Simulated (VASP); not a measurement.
Output of a VASP run:

### OUTCAR
```
 ion  position               nearest neighbor table
   1  0.333  0.667  0.250-   2 3.43   2 3.43   2 3.43   2 3.43   2 3.43   2 3.43
   2  0.667  0.333  0.750-   1 3.43   1 3.43   1 3.43   1 3.43   1 3.43   1 3.43
  LATTYP: Found a hexagonal cell.
 ALAT       =     3.5739008630
 C/A-ratio  =     1.5355540251
 Subroutine PRICEL returns:
 Original cell was already a primitive cell.
 Subroutine GETGRP returns: Found 24 space group operations
The static configuration has the point symmetry D_3d.
 The point group associated with its full space group is D_6h.
The dynamic configuration has the point symmetry D_3d.
 Subroutine INISYM returns: Found 24 space group operations
 Subroutine IBZKPT returns following result:
 Found     64 irreducible k-points:

 Following reciprocal coordinates:
            Coordinates               Weight
  0.000000  0.000000  0.000000      1.000000
  0.090909  0.000000  0.000000      6.000000
  0.181818 -0.000000  0.000000      6.000000
  0.272727 -0.000000  0.000000      6.000000
  0.363636 -0.000000  0.000000      6.000000
  0.454545 -0.000000  0.000000      6.000000
  0.090909  0.090909  0.000000      6.000000
  0.181818  0.090909  0.000000     12.000000
  0.272727  0.090909  0.000000     12.000000
  0.363636  0.090909  0.000000     12.000000
  0.454545  0.090909  0.000000      6.000000
  0.181818  0.181818  0.000000      6.000000
  0.272727  0.181818  0.000000     12.000000
  0.363636  0.181818  0.000000     12.000000
  0.272727  0.272727  0.000000      6.000000
  0.363636  0.272727  0.000000      6.000000
  0.000000  0.000000  0.166667      2.000000
  0.090909  0.000000  0.166667     12.000000
  0.181818 -0.000000  0.166667     12.000000
  0.272727 -0.000000  0.166667     12.000000
  0.363636 -0.000000  0.166667     12.000000
  0.454545 -0.000000  0.166667     12.000000
  0.090909  0.090909  0.166667     12.000000
  0.181818  0.090909  0.166667     24.000000
  0.272727  0.090909  0.166667     24.000000
  0.363636  0.090909  0.166667     24.000000
  0.454545  0.090909  0.166667     12.000000
  0.181818  0.181818  0.166667     12.000000
  0.272727  0.181818  0.166667     24.000000
  0.363636  0.181818  0.166667     24.000000
  0.272727  0.272727  0.166667     12.000000
  0.363636  0.272727  0.166667     12.000000
  0.000000  0.000000  0.333333      2.000000
  0.090909  0.000000  0.333333     12.000000
  0.181818 -0.000000  0.333333     12.000000
  0.272727 -0.000000  0.333333     12.000000
  0.363636 -0.000000  0.333333     12.000000
  0.454545 -0.000000  0.333333     12.000000
  0.090909  0.090909  0.333333     12.000000
  0.181818  0.090909  0.333333     24.000000
   k-points           NKPTS =     64   k-points in BZ     NKDIM =     64   number of bands    NBANDS=     13
   number of dos      NEDOS =    301   number of ions     NIONS =      2
   total plane-waves  NPLWV =  32928
   dimension x,y,z NGX =    28 NGY =   28 NGZ =   42
   dimension x,y,z NGXF=    56 NGYF=   56 NGZF=   84
   ions per type =               2
   PREC   = accura    normal or accurate (medium, high low for compatibility)
   ISTART =      0    job   : 0-new  1-cont  2-samecut
   ICHARG =      2    charge: 1-file 2-atom 10-const
   ISPIN  =      1    spin polarized calculation?
   LNONCOLLINEAR =      F non collinear calculations
   LSORBIT =      F    spin-orbit coupling
   INIWAV =      1    electr: 0-lowe 1-rand  2-diag
   ENCUT  =  520.0 eV  38.22 Ry    6.18 a.u.   6.65  6.65 10.20*2*pi/ulx,y,z
   NELM   =    100;   NELMIN=  2; NELMDL= -5     # of ELM steps
   EDIFF  = 0.1E-05   stopping-criterion for ELM
   LREAL  =      F    real-space projection
   NLSPLINE    = F    spline interpolate recip. space projectors
   LMAXMIX     =    6 max onsite mixed and CHGCAR
   VOSKOWN=      0    Vosko Wilk Nusair interpolation
   EDIFFG = -.1E-01   stopping-criterion for IOM
   NSW    =     60    number of steps for IOM
...
```

File OSZICAR:
```
       N       E                     dE             d eps       ncg     rms          rms(c)
DAV:   1     0.934838671462E+02    0.93484E+02   -0.82471E+03  1880   0.129E+03
DAV:   2     0.180933016658E+01   -0.91675E+02   -0.90175E+02  2402   0.548E+02
DAV:   3    -0.343987045258E+01   -0.52492E+01   -0.49005E+01  2756   0.970E+01
DAV:   4    -0.367741925491E+01   -0.23755E+00   -0.22669E+00  2900   0.129E+01
DAV:   5    -0.368537869302E+01   -0.79594E-02   -0.78764E-02  2824   0.228E+00    0.241E+01
DAV:   6    -0.370817418730E+01   -0.22795E-01   -0.19714E-02  2835   0.183E+00    0.144E+01
DAV:   7    -0.372866685724E+01   -0.20493E-01   -0.37356E-02  2676   0.262E+00    0.284E-01
DAV:   8    -0.372906690095E+01   -0.40004E-03   -0.20304E-03  2514   0.469E-01    0.852E-02
DAV:   9    -0.372917807123E+01   -0.11117E-03   -0.23257E-04  2676   0.140E-01    0.331E-02
DAV:  10    -0.372918436932E+01   -0.62981E-05   -0.34755E-05  2752   0.600E-02    0.416E-02
DAV:  11    -0.372918744283E+01   -0.30735E-05   -0.57951E-06  2204   0.185E-02    0.277E-03
DAV:  12    -0.372918775599E+01   -0.31315E-06   -0.28064E-07  1357   0.749E-03
   1 F= -.37291878E+01 E0= -.37305394E+01  d E =-.372919E+01
       N       E                     dE             d eps       ncg     rms          rms(c)
DAV:   1    -0.372925626884E+01   -0.68826E-04   -0.17591E-03  2416   0.387E-01    0.479E-02
DAV:   2    -0.372922005781E+01    0.36211E-04   -0.92577E-05  2678   0.124E-01    0.204E-02
DAV:   3    -0.372920217780E+01    0.17880E-04   -0.24495E-05  2858   0.597E-02    0.805E-03
DAV:   4    -0.372920099992E+01    0.11779E-05   -0.43587E-06  2326   0.244E-02    0.482E-03
DAV:   5    -0.372920129674E+01   -0.29681E-06   -0.40691E-07  1183   0.871E-03
   2 F= -.37292013E+01 E0= -.37305153E+01  d E =-.135408E-04
```

**OUTCAR**
```
------------------------ aborting loop because EDIFF is reached ----------------------------------------
  FORCE on cell =-STRESS in cart. coord.  units (eV):
  Direction    XX          YY          ZZ          XY          YZ          ZX
  --------------------------------------------------------------------------------------
  Total       -0.0026536     -0.0026536      0.0116414      0.0000000     -0.0000000     -0.0000000
  in kB       -0.0700883     -0.0700883      0.3074809      0.0000000     -0.0000000     -0.0000000
  external PRESSURE =       0.0557681 kB  Pullay stress =       0.0000000 kB
  volume of cell :       60.66
      direct lattice vectors                 reciprocal lattice vectors
     1.786075665 -3.093573853 -0.000000000     0.279943347 -0.161625364  0.000000000
     1.786075665  3.093573853 -0.000000000     0.279943347  0.161625364  0.000000000
    -0.000000000  0.000000000  5.489174948     0.000000000 -0.000000000  0.182176740
 POSITION                                       TOTAL-FORCE (eV/Angst)
 -----------------------------------------------------------------------------------
      1.78608      1.03119      1.37229         0.000000     -0.000000      0.000000
      1.78608     -1.03119      4.11688        -0.000000      0.000000      0.000000
 -----------------------------------------------------------------------------------
    total drift:                               -0.000002      0.000089     -0.000011
  FREE ENERGIE OF THE ION-ELECTRON SYSTEM (eV)
  ---------------------------------------------------
  free  energy   TOTEN  =        -3.7292012967 eV

  energy  without entropy=       -3.7331431873  energy(sigma->0) =       -3.73051526

 reached required accuracy - stopping structural energy minimisation
```
(Selected blocks of OUTCAR.)

### POSCAR
```
Ho
1
    1.7869504081    -3.0950889515    -0.0000000000
    1.7869504081     3.0950889515     0.0000000000
    0.0000000000     0.0000000000     5.4879178554
Ho
2
Direct
  0.3333330000   0.6666670000   0.2500000000
  0.6666670000   0.3333330000   0.7500000000
```

Problem. Write an INCAR and KPOINTS that could have produced this output.

Solution. Several could match; the one computed here: the input of the run itself, optB88-vdW, plane waves, VASP's PBE PAW potentials (set 64).

### INCAR
```
AGGAC = 0.0
ALGO = Normal
EDIFF = 1E-6
EDIFFG = -0.01
ENCUT = 520
GGA = BO
IBRION = 2
ISIF = 3
ISMEAR = 1
LASPH = T
LCHARG = F
LMAXMIX = 6
LREAL = F
LUSE_VDW = T
LWAVE = F
NELM = 100
NSW = 60
PARAM1 = 0.1833333333
PARAM2 = 0.22
PREC = Accurate
SIGMA = 0.1
SYSTEM = Ho
```

File KPOINTS:
```
Automatic mesh
0
Gamma
11 11 6
0 0 0
```

POTCAR, in this order: Ho_3 (PBE.64 set). Program: vasp_std.

The 4f electrons are frozen in the core of the lanthanide potential, so 4f levels, which can set the real gap, and their magnetism are missing.

The compound is Ho in the hcp structure. This run relaxes it. Symmetry was kept, so distortions that lower it aren't found. The start is the result of an earlier pass.
